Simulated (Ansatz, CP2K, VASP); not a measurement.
# NiMoIrPdW: 4 runs at one level of theory

```
CELL_PARAMETERS angstrom
4.14670 0.00000 0.00000
-2.07335 3.59115 0.00000
0.00000 0.00000 5.41629
ATOMIC_POSITIONS crystal
Ni 0.99235 0.99523 0.02134
Mo 0.67940 0.33548 0.45560
Pd 0.33674 0.67045 0.75007
Ir 0.33766 0.67554 0.25286
W 0.66531 0.32805 0.99954
```

The cell comes from a database or a generator and needn't be the stable form of this composition.

Atoms were shifted at random by some hundredths of an Å from the given cell, which wasn't relaxed again for these runs.

Alike in all runs: task single point; functional PBE; k mesh 7 × 7 × 5; occupations fermi-dirac, width 0.05 eV; collinear spin, ferromagnetic start; no spin-orbit coupling. Pressure is positive in compression and, in plane waves, holds the error of the finite cutoff, which Ansatz's Pulay term estimates and takes out.

```
                                                                                                                                         program and potentials  plane-wave cutoff (eV)                                                                        notes  pressure (GPa)  net moment per atom (μB)  largest force (eV/Å)
                                                                                                                                             Ansatz, Ansatz PAW                     420  16.2 valence electrons an atom on average; Pulay term of +0.06 GPa included            0.88                      0.00                 0.612
                                                                                                            VASP, PBE PAW files Ir, Mo_sv, Ni, Pd, W_sv, 520 eV                     520                                    11.4 valence electrons an atom on average            1.14                      0.00                 0.641
CP2K, GTH_POTENTIALS Ni GTH-PBE-q18, Pd GTH-PBE-q18, Ir GTH-PBE-q17, W GTH-PBE-q14; POTENTIAL_UZH Mo GTH-PBE-q14; TZVP-MOLOPT-SR-GTH, TZVP-MOLOPT-PBE-GTH basis                       -                      atomic basis; 16.2 valence electrons an atom on average            0.67                      0.00                 0.609
                                                                                                                 Ansatz, all-electron LAPW, scalar-relativistic                       -                                                                            -            0.89                      0.00                 0.611
```

Force on atom 3 (Pd), eV/Å:

| program and potentials | x | y | z |
| --- | --- | --- | --- |
| Ansatz, Ansatz PAW | 0.077 | -0.203 | -0.572 |
| VASP, PBE PAW files Ir, Mo_sv, Ni, Pd, W_sv, 520 eV | 0.077 | -0.204 | -0.575 |
| CP2K, GTH_POTENTIALS Ni GTH-PBE-q18, Pd GTH-PBE-q18, Ir GTH-PBE-q17, W GTH-PBE-q14; POTENTIAL_UZH Mo GTH-PBE-q14; TZVP-MOLOPT-SR-GTH, TZVP-MOLOPT-PBE-GTH basis | 0.083 | -0.208 | -0.504 |
| Ansatz, all-electron LAPW, scalar-relativistic | 0.077 | -0.203 | -0.572 |

The pressure spans 0.67 (CP2K, GTH_POTENTIALS Ni GTH-PBE-q18, Pd GTH-PBE-q18, Ir GTH-PBE-q17, W GTH-PBE-q14; POTENTIAL_UZH Mo GTH-PBE-q14; TZVP-MOLOPT-SR-GTH, TZVP-MOLOPT-PBE-GTH basis) to 1.14 GPa (VASP, PBE PAW files Ir, Mo_sv, Ni, Pd, W_sv, 520 eV), with all-electron results at 0.89. All agree on the net moment per atom. The state is the one that the start led to, which needn't be the lowest. Rows in atomic bases carry the error of their basis and grid, which can be large.

The functional is the same throughout but for its coding, so the spread measures potentials, basis and numerics; runs on potential files found faulty are left out.
